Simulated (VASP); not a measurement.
Set up this calculation in VASP 6.6.1, as the native input.

```yaml
Task: relaxation of cell and atoms
Functional: LDA
Potentials_or_basis: VASP PAW LDA potentials, release 64 (Ga_d, As)
Cutoff: 600 eV
k_mesh: 12 × 12 × 12
Occupations: gaussian, width 0.1 eV
Spin: no spin polarisation
Dipole_correction: no
Further_INCAR_settings: ALGO = Fast; EDIFF = 1e-06; IBRION = 2; EDIFFG = -0.005; NSW = 100; ISIF = 3
```

The structure of GaAs lies in POSCAR:

```
GaAs
1.0
    0.0000000000      2.8750910500      2.8750910500
    2.8750910500      0.0000000000      2.8750910500
    2.8750910500      2.8750910500      0.0000000000
Ga As
1 1
Direct
    0.0000000000      0.0000000000      0.0000000000
    0.7500000000      0.7500000000      0.7500000000
```

The cell is a database's computed one.

The input as run:

INCAR

```
PREC = Accurate ; ENCUT = 600
EDIFF = 1E-6 ; ISMEAR = 0
SIGMA = 0.1 ; LREAL = F
LASPH = T ; NELM = 100
ALGO = Fast ; ISIF = 3
LWAVE = F ; LCHARG = F
IBRION = 2 ; NSW = 100
EDIFFG = -0.005
```

KPOINTS

```
Automatic mesh
0
Gamma
  12 12 12
```

Potentials or basis: VASP PAW LDA potentials, release 64 (Ga_d, As).

Launch:

```bash
$ cat potpaw_LDA.64/Ga_d/POTCAR potpaw_LDA.64/As/POTCAR > POTCAR
$ mpirun -np 1 vasp_std > vasp.out
```

Results of the run:

The relaxed volume is 22.10 Å³/atom and the relaxed cell is a = 3.969 Å, b = 3.969 Å, c = 3.969 Å, α = 60.00°, β = 60.00°, γ = 60.00°. The space group after relaxing (to 0.05 Å) is F-43m (No. 216). The energy gained by relaxing is 25.9 meV/atom and the ionic steps are 5. The pressure after relaxing is 0.0 GPa and the band gap on the k mesh is 0.50 eV, direct.

Wall time 49 s on 1 thread of Intel(R) Xeon(R) 6975P-C (Granite Rapids), with other jobs on the host, peak memory 0.2 GiB.
